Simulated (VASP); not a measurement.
# Ga24CN23 (a cell with a defect) in VASP: a series of runs, part 2 of 2

VASP 6.6.1. Earlier steps stand in the parts before.

### Step 3. Single point, HSE06, collinear spin, ferromagnetic start

The input, POSCAR:

```
Ga24CN23                                
1.0
   -3.2177240000     -5.5732640000      5.2440550000
    6.4354500000      0.0000000000      5.2440550000
   -3.2177260000      5.5732640000      5.2440550000
  Ga              C               N             
    24     1    23
Direct
     0.8323713993662027    0.4995024562628849    0.6663026123822731
     0.6661118559791749    0.3336325066723193    0.0022930323097640
     0.0001756340440344    0.6666149621498160    0.3334229985791161
     0.6668943524089903    0.8348401603395768    0.4999585687009049
     0.9998315163279305    0.1663685351439572    0.8345447591947837
     0.1679538890276756    0.3330102100033131    0.5004395973744979
     0.4995188918036826    0.6674847010962309    0.8335456720888776
     0.8319263212089777    0.9999537319143895    0.1675086223921235
     0.3337168331093712    0.4991126806309160    0.1668880712308828
     0.3330276897639795    0.0005278725697113    0.6661936529526928
     0.1659678006739500    0.8329699849509782    0.0000812846620512
     0.5001876405413607    0.1674534435868360    0.3344776319437778
     0.6671862229276494    0.5005226344518240    0.3351765337852384
     0.5015576884032128    0.3330830422823946    0.6692011347741647
     0.8327694076617564    0.6673605232196345    0.9998312231249904
     0.4994175212577089    0.8333259920269089    0.1661144561584648
     0.8338236413844164    0.1676894428623243    0.5026094458199620
     0.9991719838526226    0.3333595820957069    0.1681690530835970
     0.3343376734163481    0.6662428419329209    0.4999769776396975
     0.6663687561871348    0.0007362865567163    0.8335746315311813
     0.1659240473921837    0.4994798380687573    0.8346984449796846
     0.1661857393859181    0.9988472675498695    0.3339117395370567
     0.0007464179224385    0.8322839320689180    0.6669161159441203
     0.3320631033791321    0.1663580140816693    0.0009738227184965
     0.6246220491642607    0.2922367468614061    0.4582553940683377
     0.4572799696978357    0.1245689234505444    0.7940465067979910
     0.7930446532394301    0.4603453711932689    0.1249364411011812
     0.4578789616651726    0.6267702105242037    0.2910743827053325
     0.7933999452184513    0.9578346594047003    0.6270483156269056
     0.9587331824231232    0.1246632616557378    0.2922724862251526
     0.2918514766997929    0.4593301035878573    0.6267749951275431
     0.6251435283137357    0.7928625781771229    0.9585699689142940
     0.1246882642341374    0.2918883886734916    0.9601452852738789
     0.1259143242010375    0.7912834486025152    0.4591281752621028
     0.9587145104593735    0.6250336677013019    0.7923717843632148
     0.2908652887929914    0.9582671082607626    0.1254796814145758
     0.7933433319948092    0.6284688838977740    0.4593520120721522
     0.6254152291644850    0.4600953479502906    0.7955500093355534
     0.9584053294909411    0.7923517510976497    0.1255700253789548
     0.6243321889344939    0.9566053816038028    0.2909438723175145
     0.9615004761394997    0.2922586698302493    0.6274419923949142
     0.1256382516872822    0.4586557018127523    0.2927646228225518
     0.4589996394742005    0.7926179213144829    0.6255185145764101
     0.7917534851439245    0.1259103665375818    0.9595711566760295
     0.2916777019143231    0.6253980047732253    0.9591492141067108
     0.2893611616955837    0.1237895378658234    0.4584381419459204
     0.1254016475698486    0.9584670917480590    0.7924278016166428
     0.4569297752554067    0.2913631309568176    0.1236230669677375
```

The input, INCAR.step1:

```
  PREC = Normal
  ENCUT = 400
  EDIFF = 1E-5
  ISMEAR = 0
  SIGMA = 0.01
  LREAL = Auto
  LASPH = True
  NELM = 150
  ALGO = Normal
  ISIF = 2
  LWAVE = True
  LCHARG = False
  ISPIN = 2
  MAGMOM = 0 0 0 0 0 0 0 0 0 0 0 0.2 0.2 0.2 0 0 0.2 0 0 0 0 0 0 0 0.2 0 0 0 0 0 0 0 0 0 0 0 0 0 0 0 0 0 0 0 0 0 0 0
  LORBIT = 11
  NBANDS = 250
  AMIX = 0.2
  BMIX = 1E-4
  AMIX_MAG = 0.8
  BMIX_MAG = 1E-4
  ICORELEVEL = 1
  GGA = PE
  LUSENCCL = False
```

The input, INCAR.step2:

```
  PREC = Normal
  ENCUT = 400
  EDIFF = 1E-6
  ISMEAR = 0
  SIGMA = 0.01
  LREAL = Auto
  LASPH = True
  NELM = 150
  ALGO = Normal
  ISIF = 2
  LWAVE = False
  LCHARG = False
  ISPIN = 2
  MAGMOM = 0 0 0 0 0 0 0 0 0 0 0 0.2 0.2 0.2 0 0 0.2 0 0 0 0 0 0 0 0.2 0 0 0 0 0 0 0 0 0 0 0 0 0 0 0 0 0 0 0 0 0 0 0
  LORBIT = 11
  GGA = PE
  LHFCALC = True
  HFSCREEN = 0.2
  PRECFOCK = Fast
  NBANDS = 250
  AMIX = 0.2
  BMIX = 1E-4
  AMIX_MAG = 0.8
  BMIX_MAG = 1E-4
  ICORELEVEL = 1
  ISTART = 1
  LUSENCCL = False
```

The input, KPOINTS:

```
Automatic mesh
0
Gamma
  1 1 1
```

Potentials or basis: VASP PAW PBE potentials, release 64 (Ga_d, C, N).

Command:

```
cat potpaw_PBE.64/Ga_d/POTCAR potpaw_PBE.64/C/POTCAR potpaw_PBE.64/N/POTCAR > POTCAR
cp INCAR.step1 INCAR
mpirun -np 1 vasp_gam > vasp.out
cp INCAR.step2 INCAR
mpirun -np 1 vasp_gam > vasp.out
```

Wall time 57 min (1 × NVIDIA H100 80GB with 1 thread of AMD EPYC 7R13 (Zen 3), shared host); peak memory 1.3 GiB.

The run converged. Its results:

| Item | Value |
| --- | --- |
| Free energy | -351.9681 eV |
| Largest force | 0.679 eV/Å |
| Band gap on the k mesh | 0.78 eV, direct |
| Net moment | 1.00 μB per cell |
| Site moments | Ga -0.00, +0.00, -0.01, +0.05; C +0.21; N +0.02, +0.03, +0.07, +0.01, +0.00 μB |
| Valence electrons inside the program's atomic spheres | Ga 11.77, 11.79, 11.83, 11.84, 11.81, 11.78, 11.80; C 2.41; N 3.69, 3.68, 3.70 |

Forces in eV/Å, atoms in the order of the input:
```
Ga   0.106 -0.028  0.072
Ga  -0.017  0.035  0.017
Ga   0.003  0.028 -0.008
Ga  -0.051 -0.017  0.005
Ga  -0.053  0.048  0.016
Ga   0.044 -0.062 -0.048
Ga   0.040  0.011  0.027
Ga  -0.002 -0.031 -0.110
Ga  -0.011 -0.008  0.007
Ga  -0.062  0.037  0.026
Ga   0.008 -0.012 -0.012
Ga   0.056 -0.086 -0.248
Ga   0.106 -0.058 -0.061
Ga  -0.365  0.482  0.280
Ga  -0.066  0.059  0.009
Ga  -0.081  0.030 -0.013
Ga  -0.636  0.034  0.237
Ga   0.115 -0.065  0.027
Ga   0.099 -0.060  0.029
Ga  -0.012  0.006 -0.010
Ga  -0.065  0.136  0.098
Ga  -0.160 -0.057  0.024
Ga   0.001  0.037  0.009
Ga  -0.022 -0.042  0.028
C    0.457 -0.231 -0.189
N    0.076 -0.061 -0.012
N    0.019 -0.040 -0.007
N    0.021  0.015  0.043
N    0.105 -0.033  0.025
N    0.183  0.239  0.005
N   -0.083 -0.245 -0.132
N   -0.017 -0.003 -0.013
N    0.019  0.005 -0.032
N   -0.005  0.003  0.021
N   -0.013 -0.159 -0.022
N    0.107  0.117  0.010
N   -0.024  0.044  0.062
N    0.023 -0.108 -0.115
N   -0.003 -0.015  0.034
N    0.064 -0.008  0.068
N    0.065 -0.007 -0.107
N   -0.011  0.024 -0.002
N   -0.041  0.010 -0.027
N   -0.007  0.010  0.008
N    0.023  0.005 -0.033
N    0.067  0.033  0.050
N    0.040 -0.010 -0.002
N   -0.037 -0.004 -0.031
```

Levels at points of the mesh, in eV from the valence-band top:
Spin up:
```tsv
k point	band 212	band 213	band 214	band 215	band 216	band 217	band 218	band 219	band 220	band 221
(0.00, 0.00, 0.00)	-1.01	-0.92	-0.23	-0.15	-0.08	2.96	5.36	6.06	6.07	6.08
```
Spin down:
| k point | band 212 | band 213 | band 214 | band 215 | band 216 | band 217 | band 218 | band 219 |
| --- | --- | --- | --- | --- | --- | --- | --- | --- |
| (0.00, 0.00, 0.00) | -0.84 | -0.59 | -0.09 | 0.00 | 0.78 | 2.99 | 5.37 | 6.07 |

Core levels (eV, on the scale of the bands):
| atom | levels |
| --- | --- |
| 1 Ga | 1s -10216.4, 2s -1249.8, 2p -1086.2, 3s -136.5, 3p -87.3 |
| 2 Ga | 1s -10216.3, 2s -1249.7, 2p -1086.1, 3s -136.4, 3p -87.2 |
| 3 Ga | 1s -10216.3, 2s -1249.7, 2p -1086.1, 3s -136.4, 3p -87.2 |
| 4 Ga | 1s -10216.3, 2s -1249.7, 2p -1086.1, 3s -136.4, 3p -87.2 |
| 5 Ga | 1s -10216.3, 2s -1249.7, 2p -1086.2, 3s -136.5, 3p -87.2 |
| 6 Ga | 1s -10216.4, 2s -1249.8, 2p -1086.2, 3s -136.5, 3p -87.3 |

Caveat: the PAW data sets were made with another functional, which shifts forces and pressure a little.
